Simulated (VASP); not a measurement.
# BaTiO3 (P4mm) in VASP: Born charges and dielectric tensor with LDA

Aim: the Born charges and dielectric tensor of BaTiO3 with LDA.

All numbers are computed with VASP 6.6.1; they aren't measurements. Logs are shortened: lines on timing, memory, paths and dates and some standing lists are left out, and cuts for length are marked.

### Step 1. The crystal as given

Symmetry: P4mm, No. 99, tetragonal system. Conventional cell: a = 3.941 Å, b = 3.941 Å, c = 3.990 Å, α = 90.00°, β = 90.00°, γ = 90.00°. Around Ba (site symmetry 4mm) lie 12 O at 2.77 to 2.84 Å. Ti (site symmetry 4mm) is surrounded by 6 O at 1.86 to 2.13 Å. O (site symmetry 2mm) has 2 Ti at 1.97 Å as nearest neighbours. O (site symmetry 4mm) is surrounded by 2 Ti at 1.86 to 2.13 Å.

The cell is a database's computed one.

### Step 2. Born charges and dielectric tensor, LDA

Input file INCAR:

```
SYSTEM = BaTiO3
PREC = Accurate
ENCUT = 600
EDIFF = 1E-8
ISMEAR = 0
SIGMA = 0.02
LREAL = .False.
LASPH = .True.
NELM = 80
ALGO = Normal
ISIF = 2
LWAVE = .False.
LCHARG = .False.
LEPSILON = .True.
IBRION = 8
NSW = 1
```

Input file KPOINTS:

```
regular mesh
0
Gamma
  8 8 8
  0 0 0
```

Input file POSCAR:

```
BaTiO3
1.0
    3.9410900000      0.0000000000      0.0000000000
    0.0000000000      3.9410900000      0.0000000000
    0.0000000000      0.0000000000      3.9903700000
Ba Ti O
1 1 3
Direct
    0.5000000000      0.5000000000      0.5787900000
    0.0000000000      0.0000000000      0.0915800000
    0.0000000000      0.5000000000      0.0657000000
    0.5000000000      0.0000000000      0.0657000000
    0.0000000000      0.0000000000      0.5582300000
```

Potentials or basis: VASP PAW LDA potentials, release 64 (Ba_sv, Ti, O).

The run is started by

```bash
cat potpaw_LDA.64/Ba_sv/POTCAR potpaw_LDA.64/Ti/POTCAR potpaw_LDA.64/O/POTCAR > POTCAR
mpirun -np 1 vasp_std > vasp.out
```

OUTCAR:

```text
SYSTEM = BaTiO3
   PREC = Accurate
   ENCUT = 600
   EDIFF = 1E-8
   ISMEAR = 0
   LREAL = .False.
   LASPH = .True.
   NELM = 80
   ISIF = 2
   LEPSILON = .True.
   IBRION = 8
   NSW = 1

 ion  position               nearest neighbor table
   1  0.500  0.500  0.579-   3 2.77   4 2.77   4 2.77   3 2.77   5 2.79   5 2.79   5 2.79   5 2.79
                             3 2.84   4 2.84   3 2.84   4 2.84   2 3.40   2 3.40   2 3.40   2 3.40
   2  0.000  0.000  0.092-   5 1.86   4 1.97   3 1.97   3 1.97   4 1.97   5 2.13   1 3.40   1 3.40
                             1 3.40   1 3.40   1 3.46   1 3.46   1 3.46   1 3.46
   3  0.000  0.500  0.066-   2 1.97   2 1.97   1 2.77   1 2.77   1 2.84   1 2.84
   4  0.500  0.000  0.066-   2 1.97   2 1.97   1 2.77   1 2.77   1 2.84   1 2.84
   5  0.000  0.000  0.558-   2 1.86   2 2.13   1 2.79   1 2.79   1 2.79   1 2.79

  LATTYP: Found a simple tetragonal cell.
 ALAT       =     3.9410900000
 C/A-ratio  =     1.0125041549

  Lattice vectors:

 A1 = (   3.9410900000,   0.0000000000,   0.0000000000)
 A2 = (   0.0000000000,   3.9410900000,   0.0000000000)
 A3 = (   0.0000000000,   0.0000000000,   3.9903700000)

Analysis of symmetry for initial positions (statically):
=====================================================================
 Subroutine PRICEL returns:
 Original cell was already a primitive cell.

 Routine SETGRP: Setting up the symmetry group for a
 simple tetragonal supercell.

 Subroutine GETGRP returns: Found  8 space group operations
 (whereof  8 operations were pure point group operations)
 out of a pool of 16 trial point group operations.

The static configuration has the point symmetry C_4v.

Analysis of symmetry for dynamics (positions and initial velocities):
=====================================================================
 Subroutine PRICEL returns:
 Original cell was already a primitive cell.

 Routine SETGRP: Setting up the symmetry group for a
 simple tetragonal supercell.

 Subroutine GETGRP returns: Found  8 space group operations
 (whereof  8 operations were pure point group operations)
 out of a pool of 16 trial point group operations.

The dynamic configuration has the point symmetry C_4v.

 Subroutine INISYM returns: Found  8 space group operations
 (whereof  8 operations are pure point group operations),
 and found     1 'primitive' translations

----------------------------------------------------------------------------------------

                                     Primitive cell

  volume of cell :      61.9792

  direct lattice vectors                    reciprocal lattice vectors
     3.941090000  0.000000000  0.000000000     0.253736910  0.000000000  0.000000000
     0.000000000  3.941090000  0.000000000     0.000000000  0.253736910  0.000000000
     0.000000000  0.000000000  3.990370000     0.000000000  0.000000000  0.250603328

[... 782 lines left out ...]

 INTERNAL STRAIN TENSOR  FOR ION    5  DIRECTION 3   (eV/Angst):
 -----------------------------------------------------------------------------
    -2.94793  0.00000  0.00000
     0.00000 -2.94793  0.00000
     0.00000  0.00000-22.12136

 MACROSCOPIC STATIC DIELECTRIC TENSOR (including local field effects in DFT)
 ------------------------------------------------------
           6.882150     0.000000     0.000000
           0.000000     6.882150     0.000000
           0.000000    -0.000000     6.252457
 ------------------------------------------------------

 PIEZOELECTRIC TENSOR (including local field effects)  for field in x, y, z        (e  Angst)
          XX          YY          ZZ          XY          YZ          ZX
  --------------------------------------------------------------------------------
  x     0.00000     0.00000     0.00000     0.00000     0.00000     0.36090
  y    -0.00000     0.00000    -0.00000     0.00000     0.36090     0.00000
  z     1.27198     1.27198     0.02408     0.00000     0.00000     0.00000

 PIEZOELECTRIC TENSOR (including local field effects)  for field in x, y, z        (C/m^2)
          XX          YY          ZZ          XY          YZ          ZX
  --------------------------------------------------------------------------------
  x     0.00000     0.00000     0.00000     0.00000     0.00000     0.09329
  y    -0.00000     0.00000    -0.00000     0.00000     0.09329     0.00000
  z     0.32881     0.32881     0.00622     0.00000     0.00000     0.00000

 BORN EFFECTIVE CHARGES (including local field effects) (in |e|, cummulative output)
 ---------------------------------------------------------------------------------
 ion    1
    1     2.72294     0.00000     0.00000
    2     0.00000     2.72294     0.00000
    3     0.00000     0.00000     2.78380
 ion    2
    1     7.50851     0.00000     0.00000
    2     0.00000     7.50851    -0.00000
    3     0.00000     0.00000     6.44728
 ion    3
    1    -2.16822     0.00000     0.00000
    2     0.00000    -5.98506    -0.00000
    3     0.00000     0.00000    -2.00926
 ion    4
    1    -5.98506     0.00000     0.00000
    2     0.00000    -2.16822     0.00000
    3     0.00000     0.00000    -2.00926
 ion    5
    1    -2.07817     0.00000     0.00000
    2     0.00000    -2.07817     0.00000
    3     0.00000     0.00000    -5.21256

 INTERNAL STRAIN TENSOR FOR ION    5 for displacements in x,y,z  (eV/Angst):
          X           Y           Z          XY          YZ          ZX
  --------------------------------------------------------------------------------
  x     0.00000     0.00000     0.00000     0.00000     0.00000    -0.98104
  y     0.00000     0.00000     0.00000     0.00000    -1.02400     0.00000
  z    -2.94793    -2.94793   -22.12136     0.00000     0.00000     0.00000

 SECOND DERIVATIVES (NOT SYMMETRIZED)
 ------------------------------------
               1X          1Y          1Z          2X          2Y          2Z          3X          3Y          3Z          4X          4Y          4Z          5X          5Y          5Z
  1X    -7.087133    0.000000    0.000000    3.687051    0.000000    0.000000    1.002846    0.000000    0.000000    1.188565    0.000000    0.000000    1.208672    0.000000    0.000000
  1Y     0.000000   -7.087133    0.000000    0.000000    3.687051    0.000000    0.000000    1.188565    0.000000    0.000000    1.002846    0.000000    0.000000    1.208672    0.000000
  1Z     0.000000   -0.000000   -6.887139   -0.000000   -0.000000    4.006874    0.000000   -0.000000    0.948257    0.000000    0.000000    0.948257    0.000000    0.000000    0.983751
  2X     3.683462    0.000000    0.000000   -2.842705    0.000000    0.000000    0.171181    0.000000    0.000000   -1.447572    0.000000    0.000000    0.435634    0.000000    0.000000
  2Y     0.000000    3.683462    0.000000    0.000000   -2.842705    0.000000    0.000000   -1.447572    0.000000    0.000000    0.171181    0.000000    0.000000    0.435634    0.000000
  2Z     0.000000    0.000000    4.011914    0.000000    0.000000  -10.862346    0.000000   -0.000000    1.171011    0.000000    0.000000    1.171011    0.000000    0.000000    4.508410
  3X     1.001418    0.000000    0.000000    0.167995    0.000000    0.000000   -5.419202    0.000000    0.000000    4.782922    0.000000    0.000000   -0.533134    0.000000    0.000000
  3Y     0.000000    1.180653    0.000000    0.000000   -1.455555    0.000000    0.000000   -8.907882    0.000000    0.000000    4.780771    0.000000    0.000000    4.402013    0.000000
  3Z     0.000000    0.000000    0.947963    0.000000    0.000000    1.171729    0.000000    0.000000   -5.622833    0.000000    0.000000   -0.620121    0.000000    0.000000    4.123261
  4X     1.180653    0.000000    0.000000   -1.455555    0.000000    0.000000    4.780771    0.000000    0.000000   -8.907882    0.000000    0.000000    4.402013    0.000000    0.000000
  4Y     0.000000    1.001418    0.000000    0.000000    0.167995    0.000000    0.000000    4.782922    0.000000    0.000000   -5.419202    0.000000    0.000000   -0.533134    0.000000
  4Z     0.000000    0.000000    0.947963    0.000000    0.000000    1.171729    0.000000    0.000000   -0.620121    0.000000    0.000000   -5.622833    0.000000    0.000000    4.123261
  5X     1.205588    0.000000    0.000000    0.434778    0.000000    0.000000   -0.532002    0.000000    0.000000    4.396547    0.000000    0.000000   -5.504911    0.000000    0.000000
  5Y     0.000000    1.205588    0.000000    0.000000    0.434778    0.000000    0.000000    4.396547    0.000000    0.000000   -0.532002    0.000000    0.000000   -5.504911    0.000000
  5Z     0.000000   -0.000000    0.977601    0.000000    0.000000    4.523410    0.000000    0.000000    4.119782    0.000000   -0.000000    4.119782    0.000000    0.000000  -13.740575

 Eigenvectors and eigenvalues of the dynamical matrix
 ----------------------------------------------------

   1 f  =   16.197511 THz   101.771966 2PiTHz  540.290826 cm-1    66.987495 meV
             X         Y         Z           dx          dy          dz
      1.970545  1.970545  2.309586     0.000000    0.000000    0.001424
      0.000000  0.000000  0.365438     0.000000    0.000000   -0.137196
      0.000000  1.970545  0.262167    -0.000000    0.000000   -0.322914
      1.970545  0.000000  0.262167     0.000000   -0.000000   -0.322914
      0.000000  0.000000  2.227544    -0.000000   -0.000000    0.878993
[... 105 lines left out ...]
  15 f/i=    0.010557 THz     0.066329 2PiTHz    0.352131 cm-1     0.043659 meV
             X         Y         Z           dx          dy          dz
      1.970545  1.970545  2.309586    -0.759916    0.103527   -0.000000
      0.000000  0.000000  0.365438    -0.446799    0.060869   -0.000000
      0.000000  1.970545  0.262167    -0.261125    0.035622   -0.000000
      1.970545  0.000000  0.262167    -0.261478    0.035574   -0.000000
      0.000000  0.000000  2.227544    -0.260997    0.035557   -0.000000

--------------------------------------------------------------------------------------------------------

 MACROSCOPIC STATIC DIELECTRIC TENSOR IONIC CONTRIBUTION
 ------------------------------------------------------
         331.008494    -0.000000    -0.000000
          -0.000000   331.008494     0.000000
          -0.000000     0.000000    25.558315
 ------------------------------------------------------

 ELASTIC MODULI CONTR FROM IONIC RELAXATION (kBar)
 Direction    XX          YY          ZZ          XY          YZ          ZX
 --------------------------------------------------------------------------------
 XX         -56.2193     23.6795   -120.1334      0.0000      0.0000     -0.0000
 YY          23.6795    -56.2193   -120.1334      0.0000     -0.0000     -0.0000
 ZZ        -120.1334   -120.1334  -1585.0757      0.0000     -0.0000      0.0000
 XY           0.0000      0.0000      0.0000      0.0000      0.0000      0.0000
 YZ           0.0000     -0.0000     -0.0000      0.0000    -38.4408      0.0000
 ZX          -0.0000     -0.0000      0.0000      0.0000      0.0000    -22.0060
 --------------------------------------------------------------------------------

 PIEZOELECTRIC TENSOR IONIC CONTR  for field in x, y, z        (C/m^2)
          XX          YY          ZZ          XY          YZ          ZX
  --------------------------------------------------------------------------------
  x    -0.00000     0.00000    -0.00000     0.00000    -0.00000     2.24101
  y    -0.00000     0.00000     0.00000     0.00000     2.98138    -0.00000
  z     0.27953     0.27953     5.32493     0.00000     0.00000    -0.00000
```

Wall time 33 min (1 thread of Intel Xeon Platinum 8488C (Sapphire Rapids), shared host); peak memory 0.77 GiB.

Results:

```yaml
Band_gap_on_the_k_mesh: 1.64 eV, indirect (least direct gap 1.91 eV)
Electronic_dielectric_tensor_diagonal: 6.88, 6.88, 6.25
Born_charges_mean_of_the_diagonal: Ba +2.74; Ti +7.15; O -3.39, -3.12 e
Highest_phonon_frequency_at_Γ_LO-TO_splitting_left_out: 540 cm⁻¹
```

Phonon frequencies in cm⁻¹ (negative: imaginary):
```csv
q point,frequencies
"(0.000, 0.000, 0.000)",0 0 0 92 92 181 185 185 290 290 292 300 491 491 540
```

Electronic dielectric tensor:
```
6.88 0.00 0.00
0.00 6.88 0.00
0.00 0.00 6.25
```

Born effective charge tensors (e):
atom 1, Ba
```
2.72 0.00 0.00
0.00 2.72 0.00
0.00 0.00 2.78
```
atom 2, Ti
```
7.51 0.00 0.00
0.00 7.51 0.00
0.00 0.00 6.45
```
atom 3, O
```
-2.17  0.00  0.00
 0.00 -5.99  0.00
 0.00  0.00 -2.01
```
atom 4, O
```
-5.99  0.00  0.00
 0.00 -2.17  0.00
 0.00  0.00 -2.01
```
atom 5, O
```
-2.08  0.00  0.00
 0.00 -2.08  0.00
 0.00  0.00 -5.21
```

Caveat: spin-orbit coupling is left out, which moves the levels of the heavy elements.
